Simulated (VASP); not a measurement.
Input:

```
CaF2
1.0
    0.00000     2.79729     2.79729
    2.79729     0.00000     2.79729
    2.79729     2.79729     0.00000
Ca F
1 2
Direct
  0.00000   0.00000   0.00000
  0.25000   0.25000   0.25000
  0.75000   0.75000   0.75000
```

Level of theory: PBE GGA with D3 dispersion (zero damping), VASP's PBE PAW potentials (set 64) (plane waves; VASP). Settings: 520 eV cut-off, 7×7×7 Γ-centred mesh, Gaussian smearing of 0.050 eV, potentials Ca_sv F.

Problem. Give the stress tensor in GPa (positive for a compressed cell).

Solution. 
```
-4.05   0.00   0.00
 0.00  -4.05   0.00
 0.00   0.00  -4.05
```
The pressure is its mean diagonal, -4.05 GPa.

The compound is CaF2 in the fluorite structure. This cell is one point of a volume scan, at 1.06 of the reference volume.
